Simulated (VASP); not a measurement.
Computed with optB88-vdW, VASP's PBE PAW potentials (set 64) (plane waves; VASP).

A VASP calculation is set up with these files.

INCAR:
```
! general
SYSTEM   = TiB2
PREC     = Accurate
ENCUT    = 520
LREAL    = .FALSE.
LASPH    = .TRUE.

! electronic loop
EDIFF    = 1E-6
NELM     = 100
ALGO     = Normal
LMAXMIX  = 4

! smearing
ISMEAR   = 1
SIGMA    = 0.1

! functional
GGA      = BO
LUSE_VDW = .TRUE.
AGGAC    = 0.0
PARAM1   = 0.1833333333
PARAM2   = 0.22

! ions
ISIF     = 2

! output
LWAVE    = .FALSE.
LCHARG   = .FALSE.
```

POSCAR:
```
TiB2
1
    1.5044090000    -2.6766680000     0.0000000000
    1.5044090000     2.6766680000     0.0000000000
    0.0000000000     0.0000000000     3.1769390000
Ti B
1 2
Direct
  0.0000000000   0.0000000000   0.0000000000
  0.3333330000   0.6666670000   0.5000000000
  0.6895350000   0.3562010000   0.5000000000
```

### KPOINTS
```
Regular mesh
0
Gamma
10 10 9
0 0 0
```

POTCAR, in this order: Ti_sv B (PBE.64 set). Program: vasp_std.

What VASP printed:

### OSZICAR
```
       N       E                     dE             d eps       ncg     rms          rms(c)
DAV:   1     0.132833074613E+03    0.13283E+03   -0.94526E+03  6760   0.159E+03
DAV:   2    -0.148719465763E+02   -0.14771E+03   -0.14399E+03  6850   0.393E+02
DAV:   3    -0.245392320054E+02   -0.96673E+01   -0.95107E+01  9904   0.946E+01
DAV:   4    -0.248665085841E+02   -0.32728E+00   -0.32707E+00  8647   0.162E+01
DAV:   5    -0.248771537186E+02   -0.10645E-01   -0.10645E-01 10079   0.256E+00    0.166E+01
DAV:   6    -0.197927465305E+02    0.50844E+01   -0.27261E+01  8986   0.591E+01    0.392E+00
DAV:   7    -0.198091941313E+02   -0.16448E-01   -0.20285E+00  7687   0.172E+01    0.341E+00
DAV:   8    -0.198166903840E+02   -0.74963E-02   -0.18133E-01  9731   0.393E+00    0.829E-01
DAV:   9    -0.198116645391E+02    0.50258E-02   -0.76775E-02  9086   0.381E+00    0.367E-01
DAV:  10    -0.198105665162E+02    0.10980E-02   -0.54817E-03  8498   0.102E+00    0.621E-02
DAV:  11    -0.198105799427E+02   -0.13426E-04   -0.61484E-04  9944   0.308E-01    0.453E-02
DAV:  12    -0.198105712656E+02    0.86771E-05   -0.96961E-05  8928   0.134E-01    0.106E-02
DAV:  13    -0.198105695164E+02    0.17492E-05   -0.13641E-05  8838   0.512E-02    0.311E-03
DAV:  14    -0.198105693404E+02    0.17598E-06   -0.33692E-07  3945   0.809E-03
   1 F= -.19810569E+02 E0= -.19810495E+02  d E =-.224206E-03
```

### OUTCAR
```
------------------------ aborting loop because EDIFF is reached ----------------------------------------
  FORCE on cell =-STRESS in cart. coord.  units (eV):
  Direction    XX          YY          ZZ          XY          YZ          ZX
  --------------------------------------------------------------------------------------
  Total        0.9403408     -1.5387852      1.2729254     -0.1755137      0.0000000      0.0000000
  in kB       58.8838981    -96.3583325     79.7102642    -10.9906224      0.0000000      0.0000000
  external PRESSURE =      14.0786099 kB  Pullay stress =       0.0000000 kB
  volume of cell :       25.59
      direct lattice vectors                 reciprocal lattice vectors
     1.504409000 -2.676668000  0.000000000     0.332356427 -0.186799409  0.000000000
     1.504409000  2.676668000  0.000000000     0.332356427  0.186799409  0.000000000
     0.000000000  0.000000000  3.176939000     0.000000000  0.000000000  0.314768398
 POSITION                                       TOTAL-FORCE (eV/Angst)
 -----------------------------------------------------------------------------------
      0.00000      0.00000      0.00000         0.514211      0.023011      0.000000
      1.50441      0.89222      1.58847         0.768830     -0.127585      0.000000
      1.57321     -0.89222      1.58847        -1.283041      0.104574      0.000000
 -----------------------------------------------------------------------------------
    total drift:                                0.000028      0.000002      0.000000
  FREE ENERGIE OF THE ION-ELECTRON SYSTEM (eV)
  ---------------------------------------------------
  free  energy   TOTEN  =       -19.8105693404 eV

  energy  without entropy=      -19.8103451348  energy(sigma->0) =      -19.81049461
```
(Selected blocks of OUTCAR.)

The compound is TiB2 in the AlB2 type structure. The cell was not relaxed at this level, atoms are displaced from their ideal sites. The run is one of a series of settings (AGGAC = 0.0, GGA = BO, LUSE_VDW = .TRUE., PARAM1 = 0.1833333333, PARAM2 = 0.22 against the base run), some of them coarse on purpose.
